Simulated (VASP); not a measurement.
# LaMg (Pm-3m) in VASP: notebook

The runs below take LaMg through single point, relaxation of cell and atoms, with LDA.

Program: VASP 6.6.1. These are calculated values, not measurements. Logs are shortened: lines on timing, memory, paths and dates and some standing lists are left out, and cuts for length are marked.

### 1 The structure

The structure is cubic, space group Pm-3m (No. 221). The conventional cell has a = 3.965 Å, b = 3.965 Å, c = 3.965 Å, α = 90.00°, β = 90.00°, γ = 90.00°. Around La (site symmetry m-3m) lie 8 Mg at 3.43 Å. Mg (site symmetry m-3m) is surrounded by 8 La at 3.43 Å.

### 2 Single point, LDA (relaxed again under DFT LDA, scalar-relativistic, plane waves, PAW)

Contents of INCAR:

```
SYSTEM = LaMg
PREC     = Accurate       ! precision mode
ENCUT    = 520            ! plane-wave cutoff, eV
EDIFF    = 1E-7           ! SCF threshold, eV
ISMEAR   = 0              ! smearing method
SIGMA    = 0.1            ! smearing width, eV
LREAL    = .False.        ! projectors in reciprocal space
LASPH    = .True.         ! aspherical terms in the spheres
NELM     = 100            ! most SCF steps
ALGO     = Normal         ! electronic algorithm
ISIF     = 2              ! what is computed and relaxed
LWAVE    = .False.        ! write WAVECAR
LCHARG   = .True.         ! write CHGCAR
GGA      = CA             ! functional
LELF     = .True.         ! ELF
LVHAR    = .True.       
NBANDS   = 14             ! bands
```

Contents of KPOINTS:

```
Automatic mesh
0
Gamma
  10 10 10
  0 0 0
```

Contents of POSCAR:

```
LaMg
1.0
    3.8569934640      0.0000000000      0.0000000000
    0.0000000000      3.8569934640      0.0000000000
    0.0000000000      0.0000000000      3.8569934640
La Mg
1 1
Direct
    0.5000000000      0.5000000000      0.5000000000
    0.0000000000      0.0000000000      0.0000000000
```

Potentials or basis: VASP PAW LDA potentials, release 64 (La, Mg).

Run with:

```
> cat potpaw_LDA.64/La/POTCAR potpaw_LDA.64/Mg/POTCAR > POTCAR
> mpirun -np 1 vasp_std > vasp.out
```

OUTCAR:

```text
SYSTEM = LaMg
   PREC = Accurate
   ENCUT = 520
   EDIFF = 1E-7
   ISMEAR = 0
   LREAL = .False.
   LASPH = .True.
   NELM = 100
   ISIF = 2
   GGA = CA

 ion  position               nearest neighbor table
   1  0.500  0.500  0.500-   2 3.34   2 3.34   2 3.34   2 3.34   2 3.34   2 3.34   2 3.34   2 3.34

   2  0.000  0.000  0.000-   1 3.34   1 3.34   1 3.34   1 3.34   1 3.34   1 3.34   1 3.34   1 3.34

  LATTYP: Found a simple cubic cell.
 ALAT       =     3.8569934640

  Lattice vectors:

 A1 = (   3.8569934640,   0.0000000000,   0.0000000000)
 A2 = (   0.0000000000,   3.8569934640,   0.0000000000)
 A3 = (   0.0000000000,   0.0000000000,   3.8569934640)

Analysis of symmetry for initial positions (statically):
=====================================================================
 Subroutine PRICEL returns:
 Original cell was already a primitive cell.

 Routine SETGRP: Setting up the symmetry group for a
 simple cubic supercell.

 Subroutine GETGRP returns: Found 48 space group operations
 (whereof 48 operations were pure point group operations)
 out of a pool of 48 trial point group operations.

The static configuration has the point symmetry O_h .

Analysis of symmetry for dynamics (positions and initial velocities):
=====================================================================
 Subroutine PRICEL returns:
 Original cell was already a primitive cell.

 Routine SETGRP: Setting up the symmetry group for a
 simple cubic supercell.

 Subroutine GETGRP returns: Found 48 space group operations
 (whereof 48 operations were pure point group operations)
 out of a pool of 48 trial point group operations.

The dynamic configuration has the point symmetry O_h .

 Subroutine INISYM returns: Found 48 space group operations
 (whereof 48 operations are pure point group operations),
 and found     1 'primitive' translations

----------------------------------------------------------------------------------------

                                     Primitive cell

  volume of cell :      57.3782

  direct lattice vectors                    reciprocal lattice vectors
     3.856993464  0.000000000  0.000000000     0.259269301  0.000000000  0.000000000
     0.000000000  3.856993464  0.000000000     0.000000000  0.259269301  0.000000000
     0.000000000  0.000000000  3.856993464     0.000000000  0.000000000  0.259269301

  length of vectors
     3.856993464  3.856993464  3.856993464     0.259269301  0.259269301  0.259269301

  position of ions in fractional coordinates (direct lattice)
     0.500000000  0.500000000  0.500000000
     0.000000000  0.000000000  0.000000000

  ion indices of the primitive-cell ions
   primitive index   ion index
                 1           1
                 2           2

----------------------------------------------------------------------------------------

 KPOINTS: Automatic mesh

Automatic generation of k-mesh.
 Grid dimensions read from file:
 generate k-points for:   10   10   10

 Generating k-lattice:

  Cartesian coordinates                     Fractional coordinates (reciprocal lattice)
     0.025926930  0.000000000  0.000000000     0.100000000  0.000000000  0.000000000
     0.000000000  0.025926930  0.000000000     0.000000000  0.100000000  0.000000000
     0.000000000  0.000000000  0.025926930     0.000000000  0.000000000  0.100000000

  Length of vectors
     0.025926930  0.025926930  0.025926930

  Shift w.r.t. Gamma in fractional coordinates (k-lattice)
     0.000000000  0.000000000  0.000000000

 Subroutine IBZKPT returns following result:
 ===========================================

 Found     56 irreducible k-points:

 Following reciprocal coordinates:
            Coordinates               Weight
  0.000000  0.000000  0.000000      1.000000
  0.100000  0.000000  0.000000      6.000000
  0.200000  0.000000  0.000000      6.000000
  0.300000  0.000000  0.000000      6.000000
  0.400000  0.000000  0.000000      6.000000
  0.500000  0.000000  0.000000      3.000000
[... 16 lines left out ...]
  0.200000  0.100000  0.100000     24.000000
  0.300000  0.100000  0.100000     24.000000
 [... further k-points ...]
   k-points           NKPTS =     56   k-points in BZ     NKDIM =     56   number of bands    NBANDS=     14
   number of dos      NEDOS =    301   number of ions     NIONS =      2
   total plane-waves  NPLWV =  27000
   dimension x,y,z NGX =    30 NGY =   30 NGZ =   30
   dimension x,y,z NGXF=    60 NGYF=   60 NGZF=   60
   ions per type =               1   1
   NGX,Y,Z   is equivalent  to a cutoff of  12.93, 12.93, 12.93 a.u.
   NGXF,Y,Z  is equivalent  to a cutoff of  25.86, 25.86, 25.86 a.u.
 SYSTEM =  LaMg
   PREC   = accura    normal or accurate (medium, high low for compatibility)
   ISTART =      0    job   : 0-new  1-cont  2-samecut
   ICHARG =      2    charge: 1-file 2-atom 10-const
   ISPIN  =      1    spin polarized calculation?
   LNONCOLLINEAR =      F non collinear calculations
   LSORBIT =      F    spin-orbit coupling
   LASPH  =      T    aspherical Exc in radial PAW
   ENCUT  =  520.0 eV  38.22 Ry    6.18 a.u.   7.17  7.17  7.17*2*pi/ulx,y,z
   NELM   =    100;   NELMIN=  2; NELMDL= -5     # of ELM steps
   EDIFF  = 0.1E-06   stopping-criterion for ELM
   LREAL  =      F    real-space projection
   EDIFFG = 0.1E-05   stopping-criterion for IOM
   NSW    =      0    number of steps for IOM
   IBRION =     -1    ionic relax: 0-MD 1-quasi-New 2-CG
   NFREE  =      0    steps in history (QN), initial steepest desc. (CG)
   ISIF   =      2    stress and relaxation
   ISYM   =      2    0-nonsym 1-usesym 2-fastsym
   POTIM  = 0.5000    time-step for ionic-motion
   TEBEG  =    0.0;   TEEND  =   0.0 temperature during run
   PSTRESS=    0.0 pullay stress
   NELECT =      13.0000    total number of electrons
   NUPDOWN=      -1.0000    fix difference up-down
   EMIN   =  10.00;   EMAX   =-10.00  energy-range for DOS
   EFERMI =   0.00;   METHOD = LEGACY
   ISMEAR =     0;   SIGMA  =   0.10  broadening in eV -4-tet -1-fermi 0-gaus
   EFERMI_NEDOS =   21; number of points for ismear=-14 and -15
   IALGO  =     38    algorithm
   IMIX   =      4    mixing-type and parameters
     AMIX     =   0.40;   BMIX     =  1.00
     AMIX_MAG =   1.60;   BMIX_MAG =  1.00
  volume/ion in A,a.u.               =      28.69       193.60
  Fermi-wavevector in a.u.,A,eV,Ry     =   0.998023  1.885989 13.552071  0.996049
  Thomas-Fermi vector in A             =   2.130218
   LORBIT       =      0    0 simple, 1 ext, 2 COOP (PROOUT), +10 PAW based schemes
   GGA     = CA    functional components
   LHFCALC =     F    Hartree Fock is set to
   AEXX    =    0.0000 exact exchange contribution
   IVDW    =     0    specifies the selected vdW correction
   LEPSILON=     F    determine dielectric tensor
   LRPA    =     F    only Hartree local field effects (RPA)
 non-spin polarized calculation
 Gauss-broadening in eV      SIGMA  =   0.10
  energy-cutoff  :      520.00
  volume of cell :       57.38
 maximum number of plane-waves:      1568
 NGX is ok and might be reduce to    30
   NGX = 15   NGY = 15   NGZ = 15

 number of electron      13.0000001 magnetization

 Free energy of the ion-electron system (eV)
  ---------------------------------------------------
  ext. energy  EPLUGINS =         0.00000000
  ---------------------------------------------------
  free energy    TOTEN  =        -7.62424262 eV

  energy without entropy =       -7.61810587  energy(sigma->0) =       -7.62117425

 E-fermi :   5.9204     XC(G=0):  -9.5320

 val. band max:        5.8805931888   @ k =   0.2000   0.2000   0.1000
 cond. band min:       5.9466361479   @ k =   0.4000   0.0000   0.0000
 fundamental gap:      0.0660429591
 Fermi energy:         5.9203545779

 k-point     1 :       0.0000    0.0000    0.0000
  band No.  band energies     occupation
      1     -26.7256      2.00000
      2     -10.1963      2.00000
      3     -10.1963      2.00000
      4     -10.1963      2.00000
      5       0.9998      2.00000
      6       5.2269      2.00000
      7       5.2269      2.00000
      8       7.5620      0.00000
      9       7.5620      0.00000
     10       7.5620      0.00000
     11       7.6266      0.00000
     12       7.6266      0.00000
     13       7.6266      0.00000
     14       7.8256      0.00000

 k-point     2 :       0.1000    0.0000    0.0000
  band No.  band energies     occupation
      1     -26.7209      2.00000
      2     -10.2641      2.00000
      3     -10.1904      2.00000
      4     -10.1904      2.00000
      5       1.1512      2.00000
      6       5.2855      2.00000
      7       5.3233      2.00000
      8       7.5024      0.00000
      9       7.5561      0.00000
     10       7.5561      0.00000
     11       7.6067      0.00000
     12       7.6279      0.00000
     13       7.6279      0.00000
     14       7.8157      0.00000

 k-point     3 :       0.2000    0.0000    0.0000
  band No.  band energies     occupation
      1     -26.7085      2.00000
      2     -10.4360      2.00000
      3     -10.1747      2.00000
      4     -10.1747      2.00000
      5       1.5720      2.00000
      6       5.4525      2.00000
      7       5.4761      2.00000
      8       7.3670      0.00000
      9       7.5286      0.00000
     10       7.5286      0.00000
     11       7.5443      0.00000
     12       7.6323      0.00000
     13       7.6323      0.00000
     14       7.7909      0.00000

 k-point     4 :       0.3000    0.0000    0.0000
  band No.  band energies     occupation
      1     -26.6930      2.00000
      2     -10.6382      2.00000
      3     -10.1552      2.00000
      4     -10.1552      2.00000
      5       2.1901      2.00000
      6       5.2887      2.00000
      7       5.6966      1.99845
      8       7.3560      0.00000
      9       7.4368      0.00000
     10       7.4492      0.00000
     11       7.4492      0.00000
     12       7.6389      0.00000
     13       7.6389      0.00000
     14       7.7624      0.00000

 k-point     5 :       0.4000    0.0000    0.0000
  band No.  band energies     occupation
      1     -26.6805      2.00000
      2     -10.7946      2.00000
      3     -10.1393      2.00000
      4     -10.1393      2.00000
      5       2.9329      2.00000
      6       4.6491      2.00000
      7       5.9466      0.71013
      8       7.3033      0.00000
      9       7.3139      0.00000
     10       7.3139      0.00000
     11       7.4807      0.00000
[... 276 lines left out ...]
 k-point    22 :       0.1000    0.1000    0.1000
  band No.  band energies     occupation
      1     -26.7115      2.00000
      2     -10.2621      2.00000
      3     -10.2458      2.00000
      4     -10.2458      2.00000
      5       1.4436      2.00000
      6       5.4614      2.00000
      7       5.4614      2.00000
      8       7.3397      0.00000
      9       7.4822      0.00000
     10       7.4822      0.00000
     11       7.6419      0.00000
     12       7.6419      0.00000
     13       7.6514      0.00000
     14       7.7953      0.00000

 k-point    23 :       0.2000    0.1000    0.1000
  band No.  band energies     occupation
      1     -26.6992      2.00000
      2     -10.4214      2.00000
      3     -10.2384      2.00000
      4     -10.2293      2.00000
      5       1.8424      2.00000
      6       5.6095      1.99999
      7       5.6162      1.99998
      8       7.1385      0.00000
      9       7.3167      0.00000
     10       7.4784      0.00000
     11       7.6529      0.00000
     12       7.6662      0.00000
     13       7.6665      0.00000
     14       7.7716      0.00000

 k-point    24 :       0.3000    0.1000    0.1000
  band No.  band energies     occupation
      1     -26.6838      2.00000
      2     -10.6206      2.00000
      3     -10.2172      2.00000
      4     -10.2089      2.00000
      5       2.4212      2.00000
      6       5.3404      2.00000
      7       5.8308      1.79487
      8       7.0318      0.00000
      9       7.2101      0.00000
     10       7.5015      0.00000
     11       7.6609      0.00000
     12       7.6626      0.00000
     13       7.6727      0.00000
     14       7.7593      0.00000

 [... further k-points ...]
[... 5 lines left out ...]
  --------------------------------------------------------------------------------------
  -------------------------------------------------------------------------------------
  Total       -0.0918936     -0.0918936     -0.0918936     -0.0000000      0.0000000     -0.0000000
  in kB       -2.5659565     -2.5659565     -2.5659565     -0.0000000      0.0000000     -0.0000000
  external PRESSURE =      -2.5659565 kB  Pullay stress =       0.0000000 kB

 VOLUME and BASIS-vectors are now :
 -----------------------------------------------------------------------------
  energy-cutoff  :      520.00
  volume of cell :       57.38
      direct lattice vectors                 reciprocal lattice vectors
     3.856993464  0.000000000  0.000000000     0.259269301  0.000000000  0.000000000
     0.000000000  3.856993464  0.000000000     0.000000000  0.259269301  0.000000000
     0.000000000  0.000000000  3.856993464     0.000000000  0.000000000  0.259269301

 POSITION                                       TOTAL-FORCE (eV/Angst)
 -----------------------------------------------------------------------------------
      1.92850      1.92850      1.92850         0.000000      0.000000      0.000000
      0.00000      0.00000      0.00000         0.000000      0.000000      0.000000
 -----------------------------------------------------------------------------------
    total drift:                                0.000000      0.000000     -0.000000

  FREE ENERGIE OF THE ION-ELECTRON SYSTEM (eV)
  ---------------------------------------------------
  free  energy   TOTEN  =        -7.6242426186 eV

  energy  without entropy=       -7.6181058730  energy(sigma->0) =       -7.62117425
```

It took 29 s on 1 thread of Intel Xeon Platinum 8375C at 2.90GHz (Ice Lake), shared host; peak memory 0.2 GiB.

Results:

| Property | Result |
| --- | --- |
| Free energy | -7.6242 eV |
| Pressure | -0.3 GPa |
| Band gap on the k mesh | none (metal or under the smearing width) |

Levels at points of the mesh, in eV from the Fermi level:
| k point | band 3 | band 4 | band 5 | band 6 | band 7 | band 8 | band 9 | band 10 | band 11 | band 12 |
| --- | --- | --- | --- | --- | --- | --- | --- | --- | --- | --- |
| (0.00, 0.00, 0.00) | -16.12 | -16.12 | -4.92 | -0.69 | -0.69 | 1.64 | 1.64 | 1.64 | 1.71 | 1.71 |
| (0.50, 0.00, 0.00) | -16.05 | -16.05 | -2.34 | -1.92 | 0.14 | 1.31 | 1.32 | 1.32 | 1.62 | 1.73 |
| (0.50, 0.50, 0.00) | -16.66 | -15.99 | -3.05 | -0.14 | 0.65 | 0.65 | 1.61 | 1.68 | 1.68 | 1.99 |
| (0.50, 0.50, 0.50) | -16.57 | -16.57 | -1.69 | -1.69 | -1.69 | 0.25 | 1.72 | 1.72 | 1.72 | 1.95 |

Spin-orbit coupling is left out, which matters for the levels of La.

(Part 1 of 2 ends here.)
